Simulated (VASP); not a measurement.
Data:

```yaml
crystal:
  lattice:
    - [5.92837, 0.00000, 0.00000]
    - [0.00000, 5.92837, 0.00000]
    - [0.00000, 0.00000, 5.92837]
  atoms:
    - { symbol: Cd, position: [0.00000, 0.00000, 0.00000] }
    - { symbol: Cd, position: [0.50000, 0.50000, 0.00000] }
    - { symbol: Cd, position: [0.50000, 0.00000, 0.50000] }
    - { symbol: Se, position: [0.22288, 0.27712, 0.27712] }
    - { symbol: Se, position: [0.77712, 0.72288, 0.27712] }
    - { symbol: Se, position: [0.77712, 0.27712, 0.72288] }
    - { symbol: Se, position: [0.22288, 0.72288, 0.72288] }
    - { symbol: Be, position: [0.00000, 0.50000, 0.50000] }
```

These are PBE GGA, VASP's PBE PAW potentials (set 64) (plane waves; VASP 6.6.1) values and carry that method's errors. Run with 400 eV cut-off, Gaussian smearing of 0.050 eV, potentials Cd Se Be.

Task: Give the energies of bands 23 to 36 at the high-symmetry points, in eV from the valence-band maximum.

Result: 
```tsv
band	Γ	X	M	R
23	-2.11	-2.42	-3.42	-4.32
24	-2.11	-2.42	-2.39	-1.16
25	-2.11	-2.38	-2.39	-1.16
26	-1.52	-2.29	-1.99	-1.16
27	-1.52	-2.10	-1.57	-0.45
28	-1.52	-1.12	-0.89	-0.45
29	0.00	-1.12	-0.89	-0.45
30	0.00	-0.57	-0.85	-0.38
31	0.00	-0.57	-0.04	-0.38
32	1.08	3.28	2.96	2.43
33	3.28	3.44	4.18	2.43
34	3.28	4.21	4.18	2.43
35	3.28	4.45	4.47	2.85
36	3.33	5.04	5.20	5.92
```

The gap is direct, 1.08 eV, from the valence maximum at Γ to the conduction minimum at Γ.

The structure was generated: BeCd3Se4 was put into an ordered model structure (P-43m), which need not be its known phase. It was relaxed first, which changed the volume by +6 %.
